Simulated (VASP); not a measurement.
**PbF2 (Fluorocronite) with PBE: from relaxation to properties**

Aim: relax PbF2 (Fluorocronite), then compute properties on the relaxed cell. The steps: full relaxation (PBE), second relaxation, single point with fields (PBE), bands along the symmetry lines (PBE), density of states (PBE), optical spectrum (PBE), response to an electric field (PBE), volume scan with PBE, fit for PBE and relaxing the atoms (PBE), changed input. The start is a cell from a database of measured crystal structures.

Calculated with VASP 6.6.1; PBE; plane waves and PAW (Pb_d, F).

### 1. Set-up

Before any relaxation, the start is as follows. It takes space group Fm-3m (No. 225, cubic). Conventional cell: a = 5.940 Å, b = 5.940 Å, c = 5.940 Å, α = 90.00°, β = 90.00°, γ = 90.00°. Pb has 8 F at 2.57 Å nearest. F has 4 Pb at 2.57 Å nearest. Farther neighbours and most contacts between anions are not listed.

### 2. Full relaxation (PBE)

The start need not lie at this functional's minimum. ISIF = 3 frees volume, shape and positions, and EDIFFG sets the threshold on forces and stress at which the search stops. PBE, the usual starting point, adds the gradient of the density.

INCAR reads:

```
SYSTEM = PbF2
PREC = Accurate
ENCUT = 520
EDIFF = 1E-06
NELM = 100
ISMEAR = 0
SIGMA = 0.05
LREAL = .FALSE.
ALGO = Normal
GGA = PE
NBANDS = 20
LORBIT = 11
LWAVE = .FALSE.
LCHARG = .FALSE.
KPAR = 2
IBRION = 2
NSW = 60
ISIF = 3
EDIFFG = -0.01
```

POSCAR reads:

```
PbF2
1.0
    0.0000000000      2.9698500000      2.9698500000
    2.9698500000      0.0000000000      2.9698500000
    2.9698500000      2.9698500000      0.0000000000
Pb F
1 2
Direct
    0.0000000000      0.0000000000      0.0000000000
    0.2500000000      0.2500000000      0.2500000000
    0.7500000000      0.7500000000      0.7500000000
```

KPOINTS reads:

```
Automatic mesh
0
Gamma
7 7 7
0 0 0
```

The projector-augmented-wave data sets are Pb_d and F (PBE family, release 64).

Command:

```bash
> mpirun -np 2 vasp_std
```

Output:

```text
[banner, memory and clock lines left out]
running    2 mpi-ranks, on    1 nodes
 distrk:  each k-point on    1 cores,    2 groups
 distr:  one band on    1 cores,    1 groups

 POSCAR found type information on POSCAR PbF
 POSCAR found :  2 types and       3 ions
 LDA part: xc-table for (Slater+PW92), standard interpolation
 POSCAR, INCAR and KPOINTS ok, starting setup
 FFT: planning ... GRIDC
 FFT: planning ... GRID_SOFT
 FFT: planning ... GRID
 WAVECAR not read
 entering main loop
       N       E                     dE             d eps       ncg     rms          rms(c)
DAV:   1     0.301552889525E+03    0.30155E+03   -0.14782E+04   804   0.159E+03
DAV:   2     0.112909605233E+02   -0.29026E+03   -0.27595E+03   868   0.433E+02
DAV:   3    -0.154712556654E+02   -0.26762E+02   -0.26434E+02   952   0.143E+02
DAV:   4    -0.162592945278E+02   -0.78804E+00   -0.78743E+00   912   0.257E+01
DAV:   5    -0.162865552699E+02   -0.27261E-01   -0.27257E-01   996   0.502E+00    0.801E+00
DAV:   6    -0.143465508515E+02    0.19400E+01   -0.93156E+00  1116   0.244E+01    0.268E+00
DAV:   7    -0.143441068075E+02    0.24440E-02   -0.45690E-01   836   0.425E+00    0.156E+00
DAV:   8    -0.143411343029E+02    0.29725E-02   -0.10211E-01   856   0.366E+00    0.523E-01
DAV:   9    -0.143381294759E+02    0.30048E-02   -0.19552E-02  1024   0.105E+00    0.102E-01
DAV:  10    -0.143392804150E+02   -0.11509E-02   -0.14891E-03   836   0.354E-01    0.307E-02
DAV:  11    -0.143392704687E+02    0.99463E-05   -0.11934E-04   920   0.966E-02    0.978E-03
DAV:  12    -0.143392814621E+02   -0.10993E-04   -0.31695E-05   864   0.500E-02    0.943E-03
DAV:  13    -0.143392798002E+02    0.16619E-05   -0.10754E-05  1036   0.326E-02    0.110E-03
DAV:  14    -0.143392798529E+02   -0.52639E-07   -0.46398E-07   548   0.565E-03
   1 F= -.14339280E+02 E0= -.14339280E+02  d E =-.143393E+02
 curvature:   0.00 expect dE= 0.000E+00 dE for cont linesearch  0.000E+00
 trial: gam= 0.00000 g(F)=  0.134E-47 g(S)=  0.206E-01 ort = 0.000E+00 (trialstep = 0.100E+01)
 search vector abs. value=  0.206E-01
 bond charge predicted
       N       E                     dE             d eps       ncg     rms          rms(c)
DAV:   1    -0.146692431121E+02   -0.32996E+00   -0.79792E+00  1028   0.397E+01    0.407E+00
DAV:   2    -0.143775164440E+02    0.29173E+00   -0.12732E+00   904   0.111E+01    0.855E-01
DAV:   3    -0.143517097577E+02    0.25807E-01   -0.69773E-02  1024   0.398E+00    0.376E-01
DAV:   4    -0.143477535803E+02    0.39562E-02   -0.20556E-02  1004   0.203E+00    0.120E-01
DAV:   5    -0.143478006547E+02   -0.47074E-04   -0.18063E-03   872   0.512E-01    0.492E-02
DAV:   6    -0.143477138290E+02    0.86826E-04   -0.38169E-04  1080   0.254E-01    0.117E-02
DAV:   7    -0.143477137602E+02    0.68728E-07   -0.26052E-05   928   0.413E-02    0.338E-03
DAV:   8    -0.143477143518E+02   -0.59155E-06   -0.12468E-06   768   0.952E-03
   2 F= -.14347714E+02 E0= -.14347714E+02  d E =-.843450E-02
 trial-energy change:   -0.008434  1 .order   -0.008592   -0.020555    0.003370
 step:   0.8542(harm=  0.8591)  dis= 0.00000  next Energy=   -14.347960 (dE=-0.868E-02)
 bond charge predicted
       N       E                     dE             d eps       ncg     rms          rms(c)
DAV:   1    -0.143548326139E+02   -0.71189E-02   -0.16617E-01  1032   0.554E+00    0.599E-01
DAV:   2    -0.143485891228E+02    0.62435E-02   -0.28035E-02   900   0.162E+00    0.127E-01
DAV:   3    -0.143480273878E+02    0.56173E-03   -0.15730E-03  1036   0.588E-01    0.559E-02
DAV:   4    -0.143479477132E+02    0.79675E-04   -0.44119E-04   988   0.297E-01    0.184E-02
DAV:   5    -0.143479547200E+02   -0.70068E-05   -0.49289E-05   872   0.814E-02    0.966E-03
DAV:   6    -0.143479526826E+02    0.20374E-05   -0.11837E-05  1056   0.417E-02    0.180E-03
DAV:   7    -0.143479526720E+02    0.10581E-07   -0.64505E-07   524   0.756E-03
   3 F= -.14347953E+02 E0= -.14347953E+02  d E =-.867282E-02
 curvature:  -0.43 expect dE=-0.295E-06 dE for cont linesearch -0.295E-06
 trial: gam=-0.00575 g(F)=  0.262E-46 g(S)=  0.687E-06 ort = 0.119E-03 (trialstep = 0.971E+00)
 search vector abs. value=  0.123E-09
 reached required accuracy - stopping structural energy minimisation
```

Elapsed: 40 s, on 2 MPI ranks of AMD EPYC 7R43, shared host; peak memory 0.31 GiB; 77 s of CPU time.

Lines that name or quote the potential files are left out of all logs, and their timing lines are given in words.

From OUTCAR (step 2):

```text
ion  position               nearest neighbor table
   1  0.000  0.000  0.000-   3 2.57   3 2.57   3 2.57   2 2.57   2 2.57   2 2.57   3 2.57   2 2.57

  LATTYP: Found a face centered cubic cell.
 ALAT       =     5.9397000000

 Subroutine GETGRP returns: Found 48 space group operations
 (whereof 48 operations were pure point group operations)

The static configuration has the point symmetry O_h .

 Found     20 irreducible k-points:

   k-points           NKPTS =     20   k-points in BZ     NKDIM =     20   number of bands    NBANDS=     20

   dimension x,y,z NGX =    32 NGY =   32 NGZ =   32
   dimension x,y,z NGXF=    64 NGYF=   64 NGZF=   64

   ENCUT  =  520.0 eV  38.22 Ry    6.18 a.u.   7.81  7.81  7.81*2*pi/ulx,y,z

   NELECT =      28.0000    total number of electrons

 k-points in reciprocal lattice and weights: Automatic mesh
   0.00000000  0.00000000  0.00000000       0.003
   0.14285714  0.00000000  0.00000000       0.023
   0.28571429  0.00000000  0.00000000       0.023
   0.42857143  0.00000000  0.00000000       0.023
   0.14285714  0.14285714  0.00000000       0.017
   0.28571429  0.14285714  0.00000000       0.070
   0.42857143  0.14285714  0.00000000       0.070
  -0.42857143  0.14285714  0.00000000       0.070
  -0.28571429  0.14285714  0.00000000       0.070
[...]
-0.42857143  0.42857143  0.14285714       0.070
  -0.28571429  0.42857143  0.14285714       0.070

 average (electrostatic) potential at core
       1 -93.4434       2 -75.4963       3 -75.4963

 E-fermi :   1.7091

 k-point     1 :       0.0000    0.0000    0.0000
  band No.  band energies     occupation
    ...
     10      -0.7724      2.00000
     11      -0.7724      2.00000
     12      -0.2845      2.00000
     13      -0.2845      2.00000
     14      -0.2845      2.00000
     15       8.2286      0.00000
     16       8.2286      0.00000
     17       8.2286      0.00000
     18      12.0442      0.00000
     19      16.5681      0.00000
    ...

 k-point     2 :       0.1429    0.0000    0.0000
  band No.  band energies     occupation
    ...
     10      -0.8077      2.00000
     11      -0.8077      2.00000
     12      -0.3163      2.00000
     13      -0.3163      2.00000
     14       0.1696      2.00000
     15       7.5991      0.00000
     16       8.3810      0.00000
     17       8.3810      0.00000
     18      13.1260      0.00000
     19      16.0583      0.00000
    ...

 k-point     3 :       0.2857    0.0000    0.0000
  band No.  band energies     occupation
    ...
     10      -0.8847      2.00000
     11      -0.8847      2.00000
     12      -0.3880      2.00000
     13      -0.3880      2.00000
     14       0.9110      2.00000
     15       6.8574      0.00000
     16       8.7285      0.00000
     17       8.7285      0.00000
     18      14.4251      0.00000
     19      15.4671      0.00000
    ...

  Total        0.0037745      0.0037745      0.0037745      0.0000000      0.0000000      0.0000000
  in kB        0.1123833      0.1123833      0.1123833      0.0000000      0.0000000      0.0000000
  external PRESSURE =       0.1123833 kB  Pullay stress =       0.0000000 kB

  energy-cutoff  :      520.00
  volume of cell :       53.81
      direct lattice vectors                 reciprocal lattice vectors
    -0.000000000  2.996478699  2.996478699    -0.166862524  0.166862524  0.166862524
     2.996478699 -0.000000000  2.996478699     0.166862524 -0.166862524  0.166862524
     2.996478699  2.996478699  0.000000000     0.166862524  0.166862524 -0.166862524

 POSITION                                       TOTAL-FORCE (eV/Angst)
 -----------------------------------------------------------------------------------
      0.00000     -0.00000      0.00000         0.000000     -0.000000      0.000000
      1.49824      1.49824      1.49824         0.000000      0.000000      0.000000
      4.49472      4.49472      4.49472        -0.000000     -0.000000     -0.000000
 -----------------------------------------------------------------------------------
    total drift:                                0.000000     -0.000000      0.000000

  FREE ENERGIE OF THE ION-ELECTRON SYSTEM (eV)
  ---------------------------------------------------
  free  energy   TOTEN  =       -14.3479526720 eV

  energy  without entropy=      -14.3479526720  energy(sigma->0) =      -14.34795267

 reached required accuracy - stopping structural energy minimisation

 total charge
# of ion       s       p       d       tot
------------------------------------------
    1        1.551   0.274   9.862  11.688
    2        1.742   4.320   0.000   6.063
    3        1.742   4.320   0.000   6.063
--------------------------------------------------
tot          5.036   8.915   9.862  23.813

[... 3 further parts left out ...]
```

CONTCAR:

```
PbF2
   1.00000000000000
    -0.0000000000000000    2.9964786990062593    2.9964786990062593
     2.9964786990062593   -0.0000000000000000    2.9964786990062593
     2.9964786990062593    2.9964786990062593    0.0000000000000000
  Pb              F
     1     2
Direct
     0.0000000000000000    0.0000000000000000    0.0000000000000000
     0.2500000000000000    0.2500000000000000    0.2500000000000000
     0.7500000000000000    0.7500000000000000    0.7500000000000000
```

The gap is read on the k-mesh alone, so it is an upper bound where the band edges lie off the mesh. The run keeps the 48 symmetry operations of its start, so it cannot find a distortion of lower symmetry.

Step by step:

```
step  energy less that of the first step (eV)  largest force (eV/Å)  pressure (GPa)  volume (Å³)
   1                                   0.0000                0.0000            2.00        52.39
   2                                  -0.0084                0.0000           -0.32        54.06
   3                                  -0.0087                0.0000            0.01        53.81
```

```
conventional cell, symmetrised  before  after  change
                         a (Å)   5.940  5.993  +0.9 %
                         b (Å)   5.940  5.993  +0.9 %
                         c (Å)   5.940  5.993  +0.9 %
              volume (Å³/atom)   17.46  17.94  +2.7 %
```

The relaxed structure:

```xyz
3
Lattice="0.0000 2.9965 2.9965 2.9965 0.0000 2.9965 2.9965 2.9965 0.0000" Properties=species:S:1:pos:R:3 pbc="T T T"
Pb    0.0000    0.0000    0.0000
F     1.4982    1.4982    1.4982
F     4.4947    4.4947    4.4947
```

Numbers from this step:

```
electrons                       : 28
bands                           : 20
irreducible k-points            : 20
symmetry operations             : 48
free energy (TOTEN)             : -14.35 eV
Fermi energy                    : 1.709 eV
pressure                        : 0.01124 GPa
metallic                        : no
valence top at k                : -0.2857, 0.4286, 0.1429
conduction bottom at k          : 0.4286, 0.4286, 0
least direct gap at k           : 0.4286, 0.4286, 0
SCF cycles over all ionic steps : 29
gap on the k-mesh               : 4.464 eV
least direct gap on the k-mesh  : 4.670 eV
```

It ends with forces that vanish by symmetry and a pressure of 0.01 GPa. The volume lies +2.7 % from that of the database's start.

### 3. Second relaxation

A relaxation keeps the plane waves of the cell it began with, so it is repeated from the new cell, on a basis made for it.

INCAR is that of step 2.

POSCAR reads:

```
PbF2
1.0
    0.0000000000      2.9964786990      2.9964786990
    2.9964786990      0.0000000000      2.9964786990
    2.9964786990      2.9964786990      0.0000000000
Pb F
1 2
Direct
    0.0000000000      0.0000000000      0.0000000000
    0.2500000000      0.2500000000      0.2500000000
    0.7500000000      0.7500000000      0.7500000000
```

KPOINTS is that of step 2.

Command:

```bash
> mpirun -np 2 vasp_std
```

Output:

```text
[... set-up lines as in an earlier step ...]
 entering main loop
       N       E                     dE             d eps       ncg     rms          rms(c)
DAV:   1     0.309387619551E+03    0.30939E+03   -0.14695E+04   804   0.157E+03
DAV:   2     0.147124374978E+02   -0.29468E+03   -0.27726E+03   836   0.437E+02
DAV:   3    -0.154885025750E+02   -0.30201E+02   -0.29745E+02   984   0.150E+02
DAV:   4    -0.163291493693E+02   -0.84065E+00   -0.84013E+00   920   0.262E+01
DAV:   5    -0.163546212349E+02   -0.25472E-01   -0.25470E-01  1004   0.477E+00    0.806E+00
DAV:   6    -0.143632963435E+02    0.19913E+01   -0.95903E+00  1092   0.243E+01    0.275E+00
DAV:   7    -0.143576412997E+02    0.56550E-02   -0.48222E-01   832   0.429E+00    0.159E+00
DAV:   8    -0.143527334124E+02    0.49079E-02   -0.10918E-01   832   0.368E+00    0.536E-01
DAV:   9    -0.143496283944E+02    0.31050E-02   -0.21945E-02  1012   0.107E+00    0.105E-01
DAV:  10    -0.143508119369E+02   -0.11835E-02   -0.18626E-03   820   0.438E-01    0.370E-02
DAV:  11    -0.143507771261E+02    0.34811E-04   -0.16525E-04   928   0.124E-01    0.138E-02
DAV:  12    -0.143507899067E+02   -0.12781E-04   -0.76130E-05   888   0.827E-02    0.139E-02
DAV:  13    -0.143507863672E+02    0.35395E-05   -0.28541E-05  1044   0.511E-02    0.264E-03
DAV:  14    -0.143507863941E+02   -0.26922E-07   -0.13026E-06   740   0.809E-03
   1 F= -.14350786E+02 E0= -.14350786E+02  d E =-.143508E+02
 curvature:   0.00 expect dE= 0.000E+00 dE for cont linesearch  0.000E+00
 trial: gam= 0.00000 g(F)=  0.199E-46 g(S)=  0.190E-04 ort = 0.000E+00 (trialstep = 0.100E+01)
 search vector abs. value=  0.190E-04
 reached required accuracy - stopping structural energy minimisation
```

Run time: 20 s. Hardware: 2 MPI ranks; peak memory 0.29 GiB.

From OUTCAR (step 3):

```text
  LATTYP: Found a face centered cubic cell.
 ALAT       =     5.9929573980

The static configuration has the point symmetry O_h .

 Found     20 irreducible k-points:

   ENCUT  =  520.0 eV  38.22 Ry    6.18 a.u.   7.88  7.88  7.88*2*pi/ulx,y,z

   NELECT =      28.0000    total number of electrons

 E-fermi :   1.7092

 k-point     1 :       0.0000    0.0000    0.0000
  band No.  band energies     occupation
    ...
     10      -0.7723      2.00000
     11      -0.7723      2.00000
     12      -0.2843      2.00000
     13      -0.2843      2.00000
     14      -0.2843      2.00000
     15       8.2286      0.00000
     16       8.2286      0.00000
     17       8.2286      0.00000
     18      12.0439      0.00000
     19      16.5681      0.00000
    ...

 k-point     2 :       0.1429    0.0000    0.0000
  band No.  band energies     occupation
    ...
     10      -0.8076      2.00000
     11      -0.8076      2.00000
     12      -0.3162      2.00000
     13      -0.3162      2.00000
     14       0.1697      2.00000
     15       7.5990      0.00000
     16       8.3809      0.00000
     17       8.3809      0.00000
     18      13.1257      0.00000
     19      16.0582      0.00000
    ...

  Total        0.0198470      0.0198470      0.0198470     -0.0000000      0.0000000      0.0000000
  in kB        0.5909379      0.5909379      0.5909379     -0.0000000      0.0000000      0.0000000
  external PRESSURE =       0.5909379 kB  Pullay stress =       0.0000000 kB

  energy-cutoff  :      520.00
  volume of cell :       53.81
      direct lattice vectors                 reciprocal lattice vectors
     0.000000000  2.996478699  2.996478699    -0.166862524  0.166862524  0.166862524
     2.996478699  0.000000000  2.996478699     0.166862524 -0.166862524  0.166862524
     2.996478699  2.996478699  0.000000000     0.166862524  0.166862524 -0.166862524

 POSITION                                       TOTAL-FORCE (eV/Angst)
 -----------------------------------------------------------------------------------
      0.00000      0.00000      0.00000         0.000000     -0.000000     -0.000000
      1.49824      1.49824      1.49824         0.000000      0.000000      0.000000
      4.49472      4.49472      4.49472        -0.000000     -0.000000     -0.000000
 -----------------------------------------------------------------------------------
    total drift:                                0.000000     -0.000000      0.000000

  FREE ENERGIE OF THE ION-ELECTRON SYSTEM (eV)
  ---------------------------------------------------
  free  energy   TOTEN  =       -14.3507863941 eV

  energy  without entropy=      -14.3507863941  energy(sigma->0) =      -14.35078639

 total charge
# of ion       s       p       d       tot
------------------------------------------
    1        1.551   0.274   9.862  11.688
    2        1.741   4.320   0.000   6.062
    3        1.741   4.320   0.000   6.062
--------------------------------------------------
tot          5.034   8.915   9.862  23.811

[... 5 parts as in an earlier step ...]

[... 6 further parts left out ...]
```

CONTCAR:

```
PbF2
   1.00000000000000
     0.0000000000000000    2.9964786989999999    2.9964786989999999
     2.9964786989999999    0.0000000000000000    2.9964786989999999
     2.9964786989999999    2.9964786989999999    0.0000000000000000
  Pb              F
     1     2
Direct
     0.0000000000000000    0.0000000000000000    0.0000000000000000
     0.2500000000000000    0.2500000000000000    0.2500000000000000
     0.7500000000000000    0.7500000000000000    0.7500000000000000
```

Little changed from the start: no atom moved by 0.005 Å and no cell edge by 0.1 %.

Numbers from this step:

```
pressure                        : 0.05909 GPa
SCF cycles over all ionic steps : 14
```

It ends with forces that vanish by symmetry and a pressure of 0.06 GPa. The volume moved by under 0.01 %: the run met its threshold at the first step.

[end of part 1 of 6]

[Lines on the potential files, build, host, timing and source positions are cut from VASP's logs without a mark.]

[Logs are printed without paths, hosts, clocks, repeated set-up lines and the standing remarks that a program may print on its own settings, such as how far it seeks lower states.]

[Hosts, paths, dates, database ids (printed as entryN), source tags and the programs' standing remarks are cut or masked in the printed files.]

[A measured line is paired with the nearest computed mode of its activity, which favours agreement.]
